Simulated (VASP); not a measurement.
Calculation: revPBE GGA, VASP's PBE PAW potentials (set 64) (plane waves; VASP).

A VASP calculation is set up with these files.

KPOINTS:
```
Automatic mesh
0
Gamma
10 10 10
0 0 0
```

### POSCAR
```
InAs
1
    0.0000000000     3.1497861977     3.1497861977
    3.1497861977     0.0000000000     3.1497861977
    3.1497861977     3.1497861977     0.0000000000
In As
1 1
Direct
  0.0000000000   0.0000000000   0.0000000000
  0.2500000000   0.2500000000   0.2500000000
```

INCAR:
```
SYSTEM = InAs
PREC = Accurate; ENCUT = 520; LREAL = .FALSE.
LASPH = .TRUE.
EDIFF = 1E-7; NELM = 100; ALGO = Normal
LMAXMIX = 4
ISMEAR = 1; SIGMA = 0.1
GGA = RE
ISIF = 2
LWAVE = .FALSE.; LCHARG = .FALSE.
```

POTCAR, in this order: In_d As (PBE.64 set). Program: vasp_std.

Output

### OSZICAR
```
       N       E                     dE             d eps       ncg     rms          rms(c)
DAV:   1     0.113442355378E+03    0.11344E+03   -0.84187E+03  1232   0.145E+03
DAV:   2     0.112207103103E+01   -0.11232E+03   -0.10892E+03  1282   0.320E+02
DAV:   3    -0.712787781814E+01   -0.82499E+01   -0.81622E+01  1602   0.908E+01
DAV:   4    -0.734720246059E+01   -0.21932E+00   -0.21917E+00  1430   0.173E+01
DAV:   5    -0.735679792741E+01   -0.95955E-02   -0.95950E-02  1750   0.306E+00    0.372E+00
DAV:   6    -0.714361319526E+01    0.21318E+00   -0.42108E-01  1827   0.105E+01    0.211E+00
DAV:   7    -0.713429766920E+01    0.93155E-02   -0.11779E-01  1718   0.291E+00    0.704E-01
DAV:   8    -0.713883937338E+01   -0.45417E-02   -0.12688E-02  1312   0.151E+00    0.141E-01
DAV:   9    -0.714020186020E+01   -0.13625E-02   -0.18067E-03  1507   0.471E-01    0.940E-02
DAV:  10    -0.714046375093E+01   -0.26189E-03   -0.26444E-04  1390   0.173E-01    0.538E-02
DAV:  11    -0.714061344643E+01   -0.14970E-03   -0.45242E-04  1347   0.161E-01    0.319E-02
DAV:  12    -0.714061339827E+01    0.48162E-07   -0.98505E-06  1392   0.253E-02    0.146E-02
DAV:  13    -0.714061498655E+01   -0.15883E-05   -0.48869E-06  1402   0.143E-02    0.589E-03
DAV:  14    -0.714061560645E+01   -0.61989E-06   -0.65760E-07  1432   0.706E-03    0.200E-03
DAV:  15    -0.714061568910E+01   -0.82655E-07   -0.21215E-08   991   0.132E-03
   1 F= -.71406157E+01 E0= -.71406870E+01  d E =0.214007E-03
```

**OUTCAR**
```
------------------------ aborting loop because EDIFF is reached ----------------------------------------
  FORCE on cell =-STRESS in cart. coord.  units (eV):
  Direction    XX          YY          ZZ          XY          YZ          ZX
  --------------------------------------------------------------------------------------
  Total       -0.4835331     -0.4835331     -0.4835331      0.0000000      0.0000000     -0.0000000
  in kB      -12.3954852    -12.3954852    -12.3954852      0.0000000      0.0000000     -0.0000000
  external PRESSURE =     -12.3954852 kB  Pullay stress =       0.0000000 kB
  volume of cell :       62.50
      direct lattice vectors                 reciprocal lattice vectors
     0.000000000  3.149786198  3.149786198    -0.158740933  0.158740933  0.158740933
     3.149786198  0.000000000  3.149786198     0.158740933 -0.158740933  0.158740933
     3.149786198  3.149786198  0.000000000     0.158740933  0.158740933 -0.158740933
  FREE ENERGIE OF THE ION-ELECTRON SYSTEM (eV)
  ---------------------------------------------------
  free  energy   TOTEN  =        -7.1406156891 eV

  energy  without entropy=       -7.1408296956  energy(sigma->0) =       -7.14068702
```
(Selected blocks of OUTCAR.)

The compound is InAs in the zinc blende structure. This cell is one point of a volume scan, at 1.03 of the reference volume.
